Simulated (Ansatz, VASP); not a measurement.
# Be2Ge in two plane-wave programs, part 2 of 2

Aim: how closely do two programs agree when they are given the same cell, functional and k mesh? The cell is generated by rule, not measured, and may not be a known phase. The cell is taken from a series of VASP runs on this material, whose earlier steps may have relaxed, scaled or displaced it; both programs get it as it stands.

VASP 6.6.1 and Ansatz 0.2.0.

So far: The structure; Ansatz: band structure, PBEsol, spin-orbit coupling; VASP: band structure, PBEsol, spin-orbit coupling.

## 3. VASP: band structure, PBEsol, spin-orbit coupling (continued)

Level of this step: PBEsol, spin-orbit coupling; plane waves and PAW (Ge_d, Be); invented cell (VASP).

Numbers of over 12 decimals in the logs are rounded to 6 here.

OUTCAR, selected parts (step 3):

```text
ion  position               nearest neighbor table
   1  0.000  0.000  0.000-   3 2.26   3 2.26   3 2.26   2 2.26   3 2.26   2 2.26   2 2.26   2 2.26

  LATTYP: Found a face centered cubic cell.
 ALAT       =     5.2093200000

 Subroutine GETGRP returns: Found 48 space group operations
 (whereof 48 operations were pure point group operations)

The static configuration has the point symmetry O_h .

 Found     47 irreducible k-points:

   k-points           NKPTS =     47   k-points in BZ     NKDIM =     47   number of bands    NBANDS=     30

   dimension x,y,z NGX =    24 NGY =   24 NGZ =   24
   dimension x,y,z NGXF=    48 NGYF=   48 NGZF=   48

   ENCUT  =  410.0 eV  30.13 Ry    5.49 a.u.   6.08  6.08  6.08*2*pi/ulx,y,z

   NELECT =      18.0000    total number of electrons

 k-points in reciprocal lattice and weights: Automatic mesh
   0.00000000  0.00000000  0.00000000       0.001
   0.10000000  0.00000000  0.00000000       0.008
   0.20000000  0.00000000  0.00000000       0.008
   0.30000000  0.00000000  0.00000000       0.008
   0.40000000  0.00000000  0.00000000       0.008
   0.50000000  0.00000000  0.00000000       0.004
   0.10000000  0.10000000  0.00000000       0.006
   0.20000000  0.10000000  0.00000000       0.024
   0.30000000  0.10000000  0.00000000       0.024
[...]
-0.30000000  0.40000000  0.20000000       0.024
  -0.30000000  0.50000000  0.20000000       0.012

 average (electrostatic) potential at core
       1 -71.8882       2 -33.8903       3 -33.8903

 E-fermi :   7.4514

 k-point     1 :       0.0000    0.0000    0.0000
  band No.  band energies     occupation
    ...
      8     -17.3162      1.00000
      9     -17.3162      1.00000
     10     -17.3162      1.00000
     11      -6.1173      1.00000
     12      -6.1173      1.00000
     13       7.7242      0.00000
     14       7.7242      0.00000
     15       7.9501      0.00000
     16       7.9501      0.00000
     17       7.9501      0.00000
    ...

 k-point     2 :       0.1000    0.0000    0.0000
  band No.  band energies     occupation
    ...
     14       5.7917      1.00000
     15       6.9989      1.00000
     16       6.9989      1.00000
     17       7.0958      1.00000
     18       7.0958      1.00000
     19       8.8218      0.00000
     20       8.8218      0.00000
     21       8.9008      0.00000
     22       8.9008      0.00000
     23       9.3260      0.00000
    ...

 k-point     3 :       0.2000    0.0000    0.0000
  band No.  band energies     occupation
    ...
     14       3.5720      1.00000
     15       6.2956      1.00000
     16       6.2956      1.00000
     17       6.4008      1.00000
     18       6.4008      1.00000
     19       9.3872      0.00000
     20       9.3872      0.00000
     21       9.4328      0.00000
     22       9.4328      0.00000
     23       9.7919      0.00000
    ...

  Total        1.6588793      1.6588793      1.6588793      0.0000000      0.0000000      0.0000000
  in kB       75.2042270     75.2042270     75.2042270      0.0000000      0.0000000      0.0000000
  external PRESSURE =      75.2042270 kB  Pullay stress =       0.0000000 kB

  energy-cutoff  :      410.00
  volume of cell :       35.34
      direct lattice vectors                 reciprocal lattice vectors
     0.000000000  2.604660000  2.604660000    -0.191963634  0.191963634  0.191963634
     2.604660000  0.000000000  2.604660000     0.191963634 -0.191963634  0.191963634
     2.604660000  2.604660000  0.000000000     0.191963634  0.191963634 -0.191963634

 POSITION                                       TOTAL-FORCE (eV/Angst)
 -----------------------------------------------------------------------------------
      0.00000      0.00000      0.00000        -0.000000     -0.000000     -0.000000
      1.30233      1.30233      1.30233        -0.000000     -0.000000      0.000000
      3.90699      3.90699      3.90699         0.000000      0.000000      0.000000
 -----------------------------------------------------------------------------------
    total drift:                               -0.000000      0.000000      0.000000

  FREE ENERGIE OF THE ION-ELECTRON SYSTEM (eV)
  ---------------------------------------------------
  free  energy   TOTEN  =       -12.2256693624 eV

  energy  without entropy=      -12.2253697048  energy(sigma->0) =      -12.22551953

 Spin-Orbit-Coupling matrix elements
 Ion:    1  E_soc:     -0.0187751
 Ion:    2  E_soc:     -0.0000031
 Ion:    3  E_soc:     -0.0000031

 total charge
# of ion       s       p       d       tot
------------------------------------------
    1        1.090   1.658  10.013  12.762
    2        0.379   0.650   0.000   1.029
    3        0.379   0.650   0.000   1.029
--------------------------------------------------
tot          1.847   2.959  10.013  14.820

 magnetization (x)
# of ion       s       p       d       tot
------------------------------------------
    1        0.000   0.000  -0.000   0.000
    2        0.000   0.000   0.000   0.000
    3        0.000   0.000   0.000   0.000
--------------------------------------------------
tot          0.000   0.000  -0.000   0.000

 magnetization (y)
# of ion       s       p       d       tot
------------------------------------------
    1       -0.000  -0.000   0.000  -0.000
    2        0.000   0.000   0.000   0.000
    3        0.000   0.000   0.000   0.000
--------------------------------------------------
tot         -0.000  -0.000   0.000  -0.000

 magnetization (z)
# of ion       s       p       d       tot
------------------------------------------
    1        0.000  -0.000  -0.000   0.000
    2       -0.000   0.000   0.000  -0.000
    3       -0.000   0.000   0.000  -0.000
--------------------------------------------------
tot         -0.000  -0.000  -0.000  -0.000

[... 3 further parts left out ...]
```

The run ends at a pressure of 7.52 GPa.

## 4. Side by side

Known differences besides the potentials themselves: spin-orbit coupling enters by fully relativistic files in Ansatz and inside the spheres in VASP; the cutoff is 420 eV in Ansatz and 410 eV in VASP; Ansatz makes its cores anew for this functional, VASP keeps those of its PBE data sets. Total energies have different zeros and are not compared.

Both answers:

| quantity | Ansatz | VASP | difference |
| --- | --- | --- | --- |
| pressure (GPa) | 7.72 | 7.52 | +0.20 |

Levels from 3 eV below to 2 eV above the Fermi level differ by 4 meV r.m.s. and 7 meV at most; each VASP level is matched to the nearest of Ansatz, which flatters the figure a little.

## 5. What came out

- r.m.s. difference of levels near the Fermi level (band structure, PBEsol, spin-orbit coupling): 3.5 meV

The r.m.s. difference of levels near the Fermi level is 3.5 meV (band structure, PBEsol, spin-orbit coupling), within the 80 meV picked in this series as the mark of a large difference. 1 further run of this series is not shown here. Such differences can come from data sets, numerical settings and the points named under the comparisons, not from the functional's error against experiment.

[Lines on the potential files, build, host, timing and source positions are cut from VASP's logs without a mark.]

[Logs are printed without paths, hosts, clocks, repeated set-up lines and the standing remarks that a program may print on its own settings, such as how far it seeks lower states.]

[Hosts, paths, dates, database ids (printed as entryN), source tags and the programs' standing remarks are cut or masked in the printed files.]
